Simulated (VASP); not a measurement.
Level of theory: PBE GGA, VASP's PBE PAW potentials (set 64) (plane waves; VASP).

VASP input:

File KPOINTS:
```
Automatic mesh
0
Gamma
6 6 6
0 0 0
```

File POSCAR:
```
InAs
6.1890530
  0.0000000000   0.5000000336   0.5000000336
  0.5000000336   0.0000000000   0.5000000336
  0.5000000336   0.5000000336   0.0000000000
In As
1 1
Cart
  0.0000000000   0.0000000000   0.0000000000
  0.2500000168   0.2500000168   0.2500000168
```

### INCAR
```
SYSTEM = InAs
PREC = Accurate
ENCUT = 520
EDIFF = 1E-6
NELM = 100
ALGO = Normal
LREAL = .FALSE.
LASPH = .TRUE.
ISMEAR = 0
SIGMA = 0.05
GGA = PE
LMAXMIX = 4
LWAVE = .TRUE.
LCHARG = .FALSE.
```

POTCAR, in this order: In_d As (PBE.64 set). Program: vasp_std.

**Question.** What will the output report for the number of irreducible k-points (NKPTS), largest plane-wave count, number of space-group operations, FFT grid (NGX, NGY, NGZ)?

**Answer.** 
| Item | Result |
|---|---|
| number of irreducible k-points (NKPTS) | 16 |
| largest plane-wave count | 1639 |
| number of space-group operations | 24 |
| FFT grid (NGX, NGY, NGZ) | 36 × 36 × 36 |

The compound is InAs in the zinc blende structure. It was relaxed first, which changed the volume by +7 %.
